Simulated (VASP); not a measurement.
Input:

```xyz
6
Lattice="-1.9016 1.9016 4.8489 1.9016 -1.9016 4.8489 1.9016 1.9016 -4.8489" Properties=species:S:1:pos:R:3 pbc="T T T"
Ti     0.0000     1.9016     2.4245
Ti     0.0000     0.0000     0.0000
O      0.0000     1.9016     0.4203
O      0.0000     0.0000     7.6936
O      0.0000     0.0000     2.0042
O      0.0000     1.9016     4.4286
```

Method: PW91 GGA, VASP's PBE PAW potentials (set 64) (plane waves; VASP). Run with 520 eV cut-off, Gaussian smearing of 0.050 eV, potentials Ti_sv O.

Q: Give the energies of bands 14 to 27 at the high-symmetry points, in eV from the valence-band maximum.

A: 
```
band      Γ      X      P      N      M      S      R
----  -----  -----  -----  -----  -----  -----  -----
14    -3.77  -4.30  -4.20  -4.13  -3.69  -3.68  -4.48
15    -3.77  -4.10  -4.15  -3.66  -3.62  -3.66  -3.80
16    -3.37  -4.10  -4.15  -3.60  -3.62  -3.65  -3.80
17    -1.99  -3.65  -3.68  -3.31  -1.97  -2.88  -3.51
18    -1.99  -3.65  -3.68  -2.08  -1.97  -2.86  -3.51
19    -1.96  -2.57  -2.87  -2.00  -1.33  -2.14  -2.68
20    -0.80  -2.57  -2.87  -1.90  -1.33  -1.80  -2.68
21    -0.80  -1.98  -1.56  -1.88  -1.24  -1.17  -1.82
22    -0.79  -1.98  -1.56  -0.88  -1.24  -0.90  -1.82
23    -0.42  -0.05  -0.24  -0.86  -0.11  -0.83  -0.09
24    -0.42  -0.05  -0.24  -0.64  -0.11  -0.83  -0.09
25     2.08   3.18   3.40   3.14   2.40   3.14   3.15
26     2.74   3.18   3.40   3.42   2.40   3.37   3.15
27     3.91   3.65   3.44   3.47   3.65   3.43   3.59
```

The gap is indirect, 2.08 eV, from the valence maximum at Γ-X at 0.89 to the conduction minimum at Γ.

The compound is TiO2 in the anatase structure, one of several forms; rutile is the usual stable one. It was relaxed first.
